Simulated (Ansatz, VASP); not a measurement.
# SiSn2 in VASP and in Ansatz

```
Si Sn
1.0
     6.23961    0.00000    0.00000
     0.00000    7.12689    0.00000
     0.00000    0.00000    3.35499
Si Sn
2 4
Direct
  0.00000 0.00000 0.00000
  0.50000 0.50000 0.50000
  0.17395 0.35423 0.00000
  0.82605 0.64577 0.00000
  0.67395 0.14577 0.50000
  0.32605 0.85423 0.50000
```

Change from the starting cell: species swapped into the FeAs2 type (Pnnm, No. 58).

Alike in both runs: functional PBE; k mesh 3 × 3 × 5; occupations gaussian, width 0.2 eV; no spin polarisation.

Ansatz relaxed the structure, and its values are those at the end. VASP's run is a single point on that final structure, the one shown.

```csv
,VASP,Ansatz
version,VASP 6.6.1,Ansatz 0.2.0
potentials or method,"VASP PAW PBE potentials, release 64 (Si, Sn_d)","scalar-relativistic, plane waves, PAW"
plane-wave cutoff (eV),520,420
valence electrons in the cell,64,64
```

```tsv
	VASP	Ansatz	Ansatz less VASP
gap on the k mesh at the Fermi level (eV)	none	none	-
pressure (GPa)	-0.1	0.0	+0.06
```

A gap of «none» marks a metal or a gap that the smearing closes.

Caveats: the k mesh is coarse (spacing up to 0.37 Å⁻¹), so the values aren't converged.
